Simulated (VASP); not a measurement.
Consider the following.

```
CELL_PARAMETERS angstrom
      2.18729    -3.78850     0.00000
      2.18729     3.78850     0.00000
      0.00000     0.00000     5.94349
ATOMIC_POSITIONS crystal
  Te 0.00000 0.27651 0.66667
  Te 0.72349 0.72349 0.00000
  Te 0.27651 0.00000 0.33333
```

The numbers are results of AM05 GGA, VASP's PBE PAW potentials (set 64) (plane waves; VASP), not measurements. Run with 520 eV cut-off, Gaussian smearing of 0.050 eV, potentials Te.

Unless said otherwise, spin-orbit coupling is left out, though it shifts the bands of the heavy elements here.

Problem. Estimate the band gap (along the path) with the smallest direct gap where there is one.

Solution. 
| Property | Result |
|---|---|
| band gap (along the path) | 0.06 eV |
| smallest direct gap (along the path) | 0.06 eV |

The compound is Te in the trig structure. It was relaxed first.
